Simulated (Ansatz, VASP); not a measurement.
## HfH3Cl in VASP and in Ansatz

```
CELL_PARAMETERS angstrom
3.46066 0.00000 0.00000
-1.73033 2.99702 0.00000
0.00000 0.00000 11.07175
ATOMIC_POSITIONS crystal
Hf 0.33333 0.66667 0.15163
Hf 0.66667 0.33333 0.84837
H 0.33333 0.66667 0.95909
H 0.33333 0.66667 0.79203
H 0.00000 0.00000 0.86218
H 0.66667 0.33333 0.04091
H 0.66667 0.33333 0.20797
H 0.00000 0.00000 0.13782
Cl 0.33333 0.66667 0.36303
Cl 0.66667 0.33333 0.63697
```

Alike in both runs: functional PBE; k mesh 4 × 4 × 1; occupations gaussian, width 0.15 eV; no spin polarisation.

Ansatz relaxed the structure, and its values are those at the end. VASP's run is a single point on that final structure, the one shown.

```csv
,VASP,Ansatz
version,VASP 6.6.1,Ansatz 0.2.0
potentials or method,"VASP PAW PBE potentials, release 64 (Hf_pv, H, Cl)","scalar-relativistic, plane waves, PAW"
plane-wave cutoff (eV),520,420
valence electrons in the cell,40,72
```

|  | VASP | Ansatz | Ansatz less VASP |
| --- | --- | --- | --- |
| gap on the k mesh at the Fermi level (eV) | none | none | - |
| pressure (GPa) | -1.0 | -0.3 | +0.73 |
| rms of the force components (eV/Å) | 0.064 | 0.032 | -0.0318 |

A gap of «none» marks a metal or a gap that the smearing closes. The two sets of potentials don't hold the same shells in valence.

Caveats: the k mesh is coarse (spacing up to 0.57 Å⁻¹), so the values aren't converged; this functional lacks dispersion, which binds the layers, so the pressure and a relaxed spacing across them are unreliable. Spin-orbit coupling is left out, which matters for the levels of Hf.
